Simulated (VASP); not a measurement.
# GW on BAs, part 5 of 6

Aim: the quasiparticle gap of BAs, and what it costs to get it. The cell is of the zinc-blende type, one of the forms listed for this formula. The start is a cell from a database of measured crystal structures.

VASP 6.6.1, plane waves and PAW; the level of theory is named at each step.

So far, quasiparticle gap on the mesh (eV): step 4 (evGW0, evGW0 on PBE) 1.99; step 5 (evGW, evGW on PBE) 2.09. Also gap on the k-mesh (eV): step 3 (empty bands, functional PBE) 1.26.

## (6) QPGW0

This step: QPGW0 on PBE; plane waves and PAW (As_GW, B_GW) (VASP 6.6.1).

Here the orbitals are updated too, by diagonalising a Hermitian self-energy in the bands up to NBANDSGW.

INCAR reads:

```
SYSTEM = BAs
PREC = Accurate
ENCUT = 340
ISMEAR = 0
SIGMA = 0.01
LREAL = .FALSE.
GGA = PE
NBANDS = 152
ALGO = QPGW0
NELMGW = 4
ENCUTGW = 180
NOMEGA = 48
PRECFOCK = Fast
NBANDSGW = 20
LWAVE = .FALSE.
LCHARG = .FALSE.
```

POSCAR reads:

```
BAs
1.0
    0.0000000000      2.3885000000      2.3885000000
    2.3885000000      0.0000000000      2.3885000000
    2.3885000000      2.3885000000      0.0000000000
As B
1 1
Direct
    0.7500000000      0.7500000000      0.7500000000
    0.0000000000      0.0000000000      0.0000000000
```

KPOINTS reads:

```
Automatic mesh
0
Gamma
6 6 6
0 0 0
```

Potentials, in the order of the species: As_GW and B_GW (PBE family, release 64).

Launch:

```sh
$ mpirun -np 4 vasp_std
```

The program printed:

```text
[banner, memory and clock lines left out]
running    4 mpi-ranks, on    1 nodes
 distrk:  each k-point on    4 cores,    1 groups
 distr:  one band on    1 cores,    4 groups

 POSCAR found type information on POSCAR AsB
 POSCAR found :  2 types and       2 ions
 [... a notice as in an earlier step ...]

 LDA part: xc-table for (Slater+PW92), standard interpolation
 found WAVECAR, reading the header
 POSCAR, INCAR and KPOINTS ok, starting setup
 FFT: planning ... GRIDC
 FFT: planning ... GRID_SOFT
 FFT: planning ... GRID
 reading WAVECAR
 the WAVECAR file was read successfully
 initial charge from wavefunction
 available memory per node:     63.04 GB, setting MAXMEM to     64554

 The Fermi energy was updated, please check that it is located mid-gap
 values below the HOMO (VB) or above the LUMO (CB) will cause erroneous energies
 E-fermi :   6.8067

 calculate exact exchange contribution
 the WAVEDER file was read successfully
energies w=
    0.000    0.000    0.530    0.000    1.058    0.000    1.582    0.000
    2.100    0.000    2.610    0.000    3.112    0.000    3.604    0.000
    4.087    0.000    4.562    0.000    5.028    0.000    5.486    0.000
    5.938    0.000    6.384    0.000    6.827    0.000    7.267    0.000
    7.707    0.000    8.148    0.000    8.592    0.000    9.042    0.000
    9.500    0.000    9.968    0.000   10.449    0.000   10.947    0.000
   11.465    0.000   12.007    0.000   12.578    0.000   13.183    0.000
   13.831    0.000   14.528    0.000   15.285    0.000   16.113    0.000
   17.029    0.000   18.051    0.000   19.204    0.000   20.521    0.000
   22.045    0.000   23.836    0.000   25.976    0.000   28.585    0.000
   31.839    0.000   36.018    0.000   41.580    0.000   49.342    0.000
   60.907    0.000   79.925    0.000  116.860    0.000  218.903    0.000
 responsefunction array rank=     172
 LDA part: xc-table for (Slater+PW92), standard interpolation

 min. memory requirement per mpi rank    369.1 MB, per node   1476.4 MB

 allocating  12 responsefunctions rank=   172
 shmem allocating  48 responsefunctions rank=   172
 response function shared by NCSHMEM nodes    1
 Doing           12  frequencies on each core in blocks of           48
NQ=   1    0.0000    0.0000    0.0000,
|.........|.........|.........|.........|.........|.........|.........|.........
 performed        353000 updates of chi_q(r,r)
 total number of BLAS operations         80.66 Gflops
NQ=   2    0.1667    0.0000    0.0000,
|.........|.........|.........|.........|.........|.........|.........|.........
 performed       1119000 updates of chi_q(r,r)
 total number of BLAS operations        224.20 Gflops
NQ=   3    0.3333    0.0000    0.0000,
|.........|.........|.........|.........|.........|.........|.........|.........
 performed       1885000 updates of chi_q(r,r)
 total number of BLAS operations        367.74 Gflops
NQ=   4    0.5000    0.0000    0.0000,
|.........|.........|.........|.........|.........|.........|.........|.........
 performed       2505000 updates of chi_q(r,r)
 total number of BLAS operations        488.55 Gflops
NQ=   5    0.1667    0.1667    0.0000,
|.........|.........|.........|.........|.........|.........|.........|.........
 performed       3271000 updates of chi_q(r,r)
 total number of BLAS operations        632.09 Gflops
NQ=   6    0.3333    0.1667    0.0000,
|.........|.........|.........|.........|.........|.........|.........|.........
 performed       4560000 updates of chi_q(r,r)
 total number of BLAS operations        864.17 Gflops
NQ=   7    0.5000    0.1667    0.0000,
|.........|.........|.........|.........|.........|.........|.........|.........
 performed       5849000 updates of chi_q(r,r)
 total number of BLAS operations       1084.04 Gflops
NQ=   8   -0.3333    0.1667    0.0000,
|.........|.........|.........|.........|.........|.........|.........|.........
 performed       7138000 updates of chi_q(r,r)
 total number of BLAS operations       1325.50 Gflops
NQ=   9   -0.1667    0.1667    0.0000,
|.........|.........|.........|.........|.........|.........|.........|.........
 performed       8232000 updates of chi_q(r,r)
 total number of BLAS operations       1533.21 Gflops
NQ=  10    0.3333    0.3333    0.0000,
|.........|.........|.........|.........|.........|.........|.........|.........
 performed       8998000 updates of chi_q(r,r)
 total number of BLAS operations       1676.74 Gflops
NQ=  11    0.5000    0.3333    0.0000,
|.........|.........|.........|.........|.........|.........|.........|.........
 performed      10287000 updates of chi_q(r,r)
 total number of BLAS operations       1890.63 Gflops
NQ=  12   -0.3333    0.3333    0.0000,
|.........|.........|.........|.........|.........|.........|.........|.........
 performed      11381000 updates of chi_q(r,r)
 total number of BLAS operations       2067.23 Gflops
NQ=  13    0.5000    0.5000    0.0000,
|.........|.........|.........|.........|.........|.........|.........|.........
 performed      11916000 updates of chi_q(r,r)
 total number of BLAS operations       2163.61 Gflops
NQ=  14    0.5000    0.3333    0.1667,
|.........|.........|.........|.........|.........|.........|.........|.........
 performed      13387000 updates of chi_q(r,r)
 total number of BLAS operations       2428.52 Gflops
NQ=  15   -0.3333    0.3333    0.1667,
|.........|.........|.........|.........|.........|.........|.........|.........
 performed      14761000 updates of chi_q(r,r)
 total number of BLAS operations       2675.93 Gflops
NQ=  16   -0.3333    0.5000    0.1667,
|.........|.........|.........|.........|.........|.........|.........|.........
 performed      15861000 updates of chi_q(r,r)
 total number of BLAS operations       2874.08 Gflops
 resolving degeneracies of screened two electron integrals

 calculate QP shifts <psi_nk| G(iteration)W_0 |psi_nk>: iteration 1

 QP shifts <psi_nk| G(iteration)W_0 |psi_nk>: iteration 1
 NQ=           1  operations          48
 NQ=           2  operations           6
 NQ=           3  operations           6
 NQ=           4  operations          12
 NQ=           5  operations           8
 NQ=           6  operations           2
 NQ=           7  operations           2
 NQ=           8  operations           2
 NQ=           9  operations           4
 NQ=          10  operations           8
 NQ=          11  operations           2
 NQ=          12  operations           4
 NQ=          13  operations          16
 NQ=          14  operations           2
 NQ=          15  operations           2
 NQ=          16  operations           4
 allocating  12 responsefunctions rank=   172
 shmem allocating  48 responsefunctions rank=   172
[...]
NQ=   4    0.5000    0.0000    0.0000,
|.........|.........|.........|.........|.........|.........|.........|.........
 performed       2505000 updates of chi_q(r,r)
 total number of BLAS operations        488.55 Gflops
NQ=   5    0.1667    0.1667    0.0000,
|.........|.........|.........|.........|.........|.........|.........|.........
 performed       3271000 updates of chi_q(r,r)
 total number of BLAS operations        632.09 Gflops
NQ=   6    0.3333    0.1667    0.0000,
|.........|.........|.........|.........|.........|.........|.........|.........
 performed       4560000 updates of chi_q(r,r)
 total number of BLAS operations        864.17 Gflops
NQ=   7    0.5000    0.1667    0.0000,
|.........|.........|.........|.........|.........|.........|.........|.........
 performed       5849000 updates of chi_q(r,r)
 total number of BLAS operations       1084.04 Gflops
NQ=   8   -0.3333    0.1667    0.0000,
|.........|.........|.........|.........|.........|.........|.........|.........
 performed       7138000 updates of chi_q(r,r)
 total number of BLAS operations       1325.50 Gflops
NQ=   9   -0.1667    0.1667    0.0000,
|.........|.........|.........|.........|.........|.........|.........|.........
 performed       8232000 updates of chi_q(r,r)
 total number of BLAS operations       1533.21 Gflops
NQ=  10    0.3333    0.3333    0.0000,
|.........|.........|.........|.........|.........|.........|.........|.........
 performed       8998000 updates of chi_q(r,r)
 total number of BLAS operations       1676.74 Gflops
NQ=  11    0.5000    0.3333    0.0000,
|.........|.........|.........|.........|.........|.........|.........|.........
 performed      10287000 updates of chi_q(r,r)
 total number of BLAS operations       1890.63 Gflops
NQ=  12   -0.3333    0.3333    0.0000,
|.........|.........|.........|.........|.........|.........|.........|.........
 performed      11381000 updates of chi_q(r,r)
 total number of BLAS operations       2067.23 Gflops
NQ=  13    0.5000    0.5000    0.0000,
|.........|.........|.........|.........|.........|.........|.........|.........
 performed      11916000 updates of chi_q(r,r)
 total number of BLAS operations       2163.61 Gflops
NQ=  14    0.5000    0.3333    0.1667,
|.........|.........|.........|.........|.........|.........|.........|.........
 performed      13387000 updates of chi_q(r,r)
 total number of BLAS operations       2428.52 Gflops
NQ=  15   -0.3333    0.3333    0.1667,
|.........|.........|.........|.........|.........|.........|.........|.........
 performed      14761000 updates of chi_q(r,r)
 total number of BLAS operations       2675.93 Gflops
NQ=  16   -0.3333    0.5000    0.1667,
|.........|.........|.........|.........|.........|.........|.........|.........
 performed      15861000 updates of chi_q(r,r)
 total number of BLAS operations       2874.08 Gflops
 resolving degeneracies of screened two electron integrals

 QP shifts <psi_nk| G(iteration)W_0 |psi_nk>: iteration 3
 NQ=           1  operations          48
 NQ=           2  operations           6
 NQ=           3  operations           6
 NQ=           4  operations          12
 NQ=           5  operations           8
 NQ=           6  operations           2
 NQ=           7  operations           2
 NQ=           8  operations           2
 NQ=           9  operations           4
 NQ=          10  operations           8
 NQ=          11  operations           2
 NQ=          12  operations           4
 NQ=          13  operations          16
 NQ=          14  operations           2
 NQ=          15  operations           2
 NQ=          16  operations           4
 allocating  12 responsefunctions rank=   172
 shmem allocating  48 responsefunctions rank=   172
 response function shared by NCSHMEM nodes    1
 Doing           12  frequencies on each core in blocks of           48
NQ=   1    0.0000    0.0000    0.0000,
|.........|.........|.........|.........|.........|.........|.........|.........
 performed        353000 updates of chi_q(r,r)
 total number of BLAS operations         80.66 Gflops
NQ=   2    0.1667    0.0000    0.0000,
|.........|.........|.........|.........|.........|.........|.........|.........
 performed       1119000 updates of chi_q(r,r)
 total number of BLAS operations        224.20 Gflops
NQ=   3    0.3333    0.0000    0.0000,
|.........|.........|.........|.........|.........|.........|.........|.........
 performed       1885000 updates of chi_q(r,r)
 total number of BLAS operations        367.74 Gflops
NQ=   4    0.5000    0.0000    0.0000,
|.........|.........|.........|.........|.........|.........|.........|.........
 performed       2505000 updates of chi_q(r,r)
 total number of BLAS operations        488.55 Gflops
NQ=   5    0.1667    0.1667    0.0000,
|.........|.........|.........|.........|.........|.........|.........|.........
 performed       3271000 updates of chi_q(r,r)
 total number of BLAS operations        632.09 Gflops
NQ=   6    0.3333    0.1667    0.0000,
|.........|.........|.........|.........|.........|.........|.........|.........
 performed       4560000 updates of chi_q(r,r)
 total number of BLAS operations        864.17 Gflops
NQ=   7    0.5000    0.1667    0.0000,
|.........|.........|.........|.........|.........|.........|.........|.........
 performed       5849000 updates of chi_q(r,r)
 total number of BLAS operations       1084.04 Gflops
NQ=   8   -0.3333    0.1667    0.0000,
|.........|.........|.........|.........|.........|.........|.........|.........
 performed       7138000 updates of chi_q(r,r)
 total number of BLAS operations       1325.50 Gflops
NQ=   9   -0.1667    0.1667    0.0000,
|.........|.........|.........|.........|.........|.........|.........|.........
 performed       8232000 updates of chi_q(r,r)
 total number of BLAS operations       1533.21 Gflops
NQ=  10    0.3333    0.3333    0.0000,
|.........|.........|.........|.........|.........|.........|.........|.........
 performed       8998000 updates of chi_q(r,r)
 total number of BLAS operations       1676.74 Gflops
NQ=  11    0.5000    0.3333    0.0000,
|.........|.........|.........|.........|.........|.........|.........|.........
 performed      10287000 updates of chi_q(r,r)
 total number of BLAS operations       1890.63 Gflops
NQ=  12   -0.3333    0.3333    0.0000,
|.........|.........|.........|.........|.........|.........|.........|.........
 performed      11381000 updates of chi_q(r,r)
 total number of BLAS operations       2067.23 Gflops
NQ=  13    0.5000    0.5000    0.0000,
|.........|.........|.........|.........|.........|.........|.........|.........
 performed      11916000 updates of chi_q(r,r)
 total number of BLAS operations       2163.61 Gflops
NQ=  14    0.5000    0.3333    0.1667,
|.........|.........|.........|.........|.........|.........|.........|.........
 performed      13387000 updates of chi_q(r,r)
 total number of BLAS operations       2428.52 Gflops
NQ=  15   -0.3333    0.3333    0.1667,
|.........|.........|.........|.........|.........|.........|.........|.........
 performed      14761000 updates of chi_q(r,r)
 total number of BLAS operations       2675.93 Gflops
NQ=  16   -0.3333    0.5000    0.1667,
|.........|.........|.........|.........|.........|.........|.........|.........
 performed      15861000 updates of chi_q(r,r)
 total number of BLAS operations       2874.08 Gflops
 resolving degeneracies of screened two electron integrals

 QP shifts <psi_nk| G(iteration)W_0 |psi_nk>: iteration 4
 NQ=           1  operations          48
 NQ=           2  operations           6
 NQ=           3  operations           6
 NQ=           4  operations          12
 NQ=           5  operations           8
 NQ=           6  operations           2
 NQ=           7  operations           2
 NQ=           8  operations           2
 NQ=           9  operations           4
 NQ=          10  operations           8
 NQ=          11  operations           2
 NQ=          12  operations           4
 NQ=          13  operations          16
 NQ=          14  operations           2
 NQ=          15  operations           2
 NQ=          16  operations           4
 entering main loop
```

It took 16 min on 4 MPI ranks of Intel Xeon Platinum 8488C (Sapphire Rapids), shared host; peak memory 1.7 GiB; 63 min of CPU time.

From OUTCAR (step 6):

```text
   NELECT =       8.0000    total number of electrons

 E-fermi :   6.8067

 QP shifts <psi_nk| G(iteration)W_0 |psi_nk>: iteration 1
 k-point   1 :       0.0000    0.0000    0.0000
  band No. DFT-energies  QP-energies  QP-e(diag)   sigma(DFT)    Z            occupation
      1      -9.2365     -10.0554     -10.0448     -10.3959       0.6971       2.0000
      2       6.1743       5.5637       5.5821       5.4216       0.7867       2.0000
      3       6.1743       5.5637       5.5821       5.4216       0.7867       2.0000
      4       6.1743       5.5637       5.5821       5.4216       0.7867       2.0000
      5       9.4405       9.6940       9.6946       9.7647       0.7837       0.0000
      6       9.4405       9.6940       9.6946       9.7647       0.7837       0.0000
      7       9.4405       9.6940       9.6946       9.7647       0.7837       0.0000
      8      10.8291      11.3072      11.3180      11.4741       0.7580       0.0000
    ...

     19      41.5103      41.5103      41.5103      41.5103       1.0000       0.0000
     20      41.5103      41.5103      41.5103      41.5103       1.0000       0.0000

 k-point   2 :       0.1667    0.0000    0.0000
  band No. DFT-energies  QP-energies  QP-e(diag)   sigma(DFT)    Z            occupation
      1      -8.7832      -9.5971      -9.5860      -9.9260       0.7025       2.0000
      2       3.2123       2.5232       2.5346       2.3320       0.7699       2.0000
      3       5.4914       4.8719       4.8920       4.7269       0.7840       2.0000
      4       5.4914       4.8719       4.8920       4.7269       0.7840       2.0000
      5       9.4592       9.7247       9.7366       9.8150       0.7796       0.0000
      6      10.3277      10.5932      10.5938      10.6701       0.7772       0.0000
      7      10.3277      10.5932      10.5938      10.6701       0.7772       0.0000
      8      12.8060      13.1562      13.1671      13.2878       0.7493       0.0000
    ...

     20      40.0235      40.0235      40.0235      40.0235       1.0000       0.0000

 QP shifts <psi_nk| G(iteration)W_0 |psi_nk>: iteration 2
 k-point   1 :       0.0000    0.0000    0.0000
  band No. DFT-energies  QP-energies  QP-e(diag)   sigma(DFT)    Z            occupation
      1     -10.0554     -10.2829     -10.2790     -10.3761       0.6973       2.0000
      2       5.5637       5.4546       5.4731       5.4489       0.7896       2.0000
      3       5.5637       5.4546       5.4731       5.4489       0.7896       2.0000
      4       5.5637       5.4546       5.4731       5.4489       0.7896       2.0000
      5       9.6940       9.6908       9.7027       9.7050       0.7855       0.0000
      6       9.6940       9.6908       9.7027       9.7050       0.7855       0.0000
      7       9.6940       9.6908       9.7027       9.7050       0.7855       0.0000
      8      11.3072      11.3754      11.3788      11.4016       0.7583       0.0000
    ...

 QP shifts <psi_nk| G(iteration)W_0 |psi_nk>: iteration 3
 k-point   1 :       0.0000    0.0000    0.0000
  band No. DFT-energies  QP-energies  QP-e(diag)   sigma(DFT)    Z            occupation
      1     -10.2829     -10.3479     -10.3453     -10.3723       0.6978       2.0000
      2       5.4546       5.4221       5.4399       5.4360       0.7900       2.0000
      3       5.4546       5.4221       5.4399       5.4360       0.7900       2.0000
      4       5.4546       5.4221       5.4399       5.4360       0.7900       2.0000
      5       9.6908       9.6822       9.6946       9.6957       0.7859       0.0000
      6       9.6908       9.6822       9.6946       9.6957       0.7859       0.0000
      7       9.6908       9.6822       9.6946       9.6957       0.7859       0.0000
      8      11.3754      11.3748      11.3774      11.3780       0.7585       0.0000
    ...

 QP shifts <psi_nk| G(iteration)W_0 |psi_nk>: iteration 4
 k-point   1 :       0.0000    0.0000    0.0000
  band No. DFT-energies  QP-energies  QP-e(diag)   sigma(DFT)    Z            occupation
      1     -10.3479     -10.3701     -10.3677     -10.3762       0.6979       2.0000
      2       5.4221       5.4055       5.4235       5.4239       0.7904       2.0000
      3       5.4221       5.4055       5.4235       5.4239       0.7904       2.0000
      4       5.4221       5.4055       5.4235       5.4239       0.7904       2.0000
      5       9.6822       9.6757       9.6876       9.6891       0.7861       0.0000
      6       9.6822       9.6757       9.6876       9.6891       0.7861       0.0000
      7       9.6822       9.6757       9.6876       9.6891       0.7861       0.0000
      8      11.3748      11.3650      11.3675      11.3652       0.7586       0.0000
    ...

[... 16 parts as in an earlier step ...]

[... 29 further parts left out ...]
```

This step gave:

```yaml
quasiparticle_gap_on_the_mesh: 2.025 eV
smallest_direct_quasiparticle_gap_on_the_mesh: 4.270 eV
```

QP gap by iteration, by row:

```tsv
iteration	gap (eV)	direct gap (eV)
1	1.902	4.13
2	1.988	4.236
3	2.011	4.26
4	2.025	4.27
```

GW takes the gap from 1.265 to 2.025 eV. That is +37 meV against evGW0 on PBE. The last pass still moved it by +14 meV. The mesh misses a band edge: at the starting level the path gave a gap 0.10 eV smaller. Spin-orbit coupling is left out. The value holds for 152 bands, ENCUTGW = 180 eV and this mesh, and isn't shown to be converged in them.

[end of part 5 of 6]

[Lines on the potential files, build, host, timing and source positions are cut from VASP's logs without a mark.]

[Logs are printed without paths, hosts, clocks, repeated set-up lines and the standing remarks that a program may print on its own settings, such as how far it seeks lower states.]

[Hosts, paths, dates, database ids (printed as entryN), source tags and the programs' standing remarks are cut or masked in the printed files.]

[Pressures printed for these runs are not shown converged in the cutoff: they can be off by several GPa and have the wrong sign.]
